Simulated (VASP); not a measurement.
Computed with PBE GGA with D3 dispersion (Becke-Johnson damping), VASP's PBE PAW potentials (set 64) (plane waves; VASP).

VASP input:

### INCAR
```
! general
SYSTEM =CoAl
PREC   =Accurate
ENCUT  =520
LREAL  =.FALSE.
LASPH  =.TRUE.

! electronic loop
EDIFF  =1E-6
NELM   =100
ALGO   =Normal
LMAXMIX=4

! smearing
ISMEAR =1
SIGMA  =0.1

! functional
GGA    =PE
IVDW   =12

! ions
IBRION =2
NSW    =60
ISIF   =3
EDIFFG =-0.01

! output
LWAVE  =.FALSE.
LCHARG =.FALSE.
```

KPOINTS:
```
Automatic mesh
0
Gamma
  12 12 12
0 0 0
```

**POSCAR**
```
CoAl
1
    2.8188316337    -0.0000000000     0.0000000000
   -0.0000000000     2.8188316337    -0.0000000000
    0.0000000000    -0.0000000000     2.8188316337
Al Co
1 1
Direct
  0.5000000000   0.5000000000   0.5000000000
  0.0000000000   0.0000000000   0.0000000000
```

POTCAR, in this order: Al Co (PBE.64 set). Program: vasp_std.

The run wrote:

### OSZICAR
```
       N       E                     dE             d eps       ncg     rms          rms(c)
DAV:   1     0.356379464849E+02    0.35638E+02   -0.53883E+03  1688   0.128E+03
DAV:   2    -0.123335615810E+02   -0.47972E+02   -0.45321E+02  1684   0.191E+02
DAV:   3    -0.136338113070E+02   -0.13002E+01   -0.12900E+01  2028   0.413E+01
DAV:   4    -0.136576261491E+02   -0.23815E-01   -0.23805E-01  2064   0.497E+00
DAV:   5    -0.136584124983E+02   -0.78635E-03   -0.78632E-03  1948   0.911E-01    0.128E+01
DAV:   6    -0.161536690289E+02   -0.24953E+01   -0.69246E+01  1902   0.126E+02    0.168E+01
DAV:   7    -0.119956253293E+02    0.41580E+01   -0.30539E+01  1842   0.801E+01    0.186E+00
DAV:   8    -0.119865852534E+02    0.90401E-02   -0.20756E-01  1754   0.414E+00    0.117E+00
DAV:   9    -0.119725488420E+02    0.14036E-01   -0.43017E-02  2076   0.298E+00    0.289E-01
DAV:  10    -0.119721044246E+02    0.44442E-03   -0.13075E-03  2200   0.512E-01    0.136E-01
DAV:  11    -0.119720938920E+02    0.10533E-04   -0.27580E-05  2168   0.555E-02    0.238E-02
DAV:  12    -0.119720886761E+02    0.52159E-05   -0.26520E-05  1960   0.732E-02    0.568E-03
DAV:  13    -0.119720886997E+02   -0.23567E-07   -0.32168E-07   898   0.573E-03
   1 F= -.12871052E+02 E0= -.12870969E+02  d E =-.128711E+02
```

### OUTCAR
```
------------------------ aborting loop because EDIFF is reached ----------------------------------------
 Edisp (eV)   -0.89896
  FORCE on cell =-STRESS in cart. coord.  units (eV):
  Direction    XX          YY          ZZ          XY          YZ          ZX
  --------------------------------------------------------------------------------------
  Total      -0.00037    -0.00037    -0.00037    -0.00000    -0.00000     0.00000
  in kB      -0.02639    -0.02639    -0.02639    -0.00000    -0.00000     0.00000
  external pressure =       -0.03 kB  Pullay stress =        0.00 kB
  volume of cell :       22.40
      direct lattice vectors                 reciprocal lattice vectors
     2.818831634  0.000000000  0.000000000     0.354756910  0.000000000  0.000000000
     0.000000000  2.818831634  0.000000000     0.000000000  0.354756910  0.000000000
     0.000000000  0.000000000  2.818831634     0.000000000  0.000000000  0.354756910
 POSITION                                       TOTAL-FORCE (eV/Angst)
 -----------------------------------------------------------------------------------
      1.40942      1.40942      1.40942         0.000000      0.000000      0.000000
      0.00000      0.00000      0.00000         0.000000      0.000000      0.000000
 -----------------------------------------------------------------------------------
    total drift:                                0.000000      0.000000      0.000000
  FREE ENERGIE OF THE ION-ELECTRON SYSTEM (eV)
  ---------------------------------------------------
  free  energy   TOTEN  =       -12.8710516945 eV

  energy  without entropy=      -12.8708044774  energy(sigma->0) =      -12.87096929

 reached required accuracy - stopping structural energy minimisation
```
(Selected blocks of OUTCAR.)

The compound is CoAl in the CsCl type structure. It was relaxed first. The start is the result of an earlier pass. The run is not spin-polarised, so no magnetic state was tried.
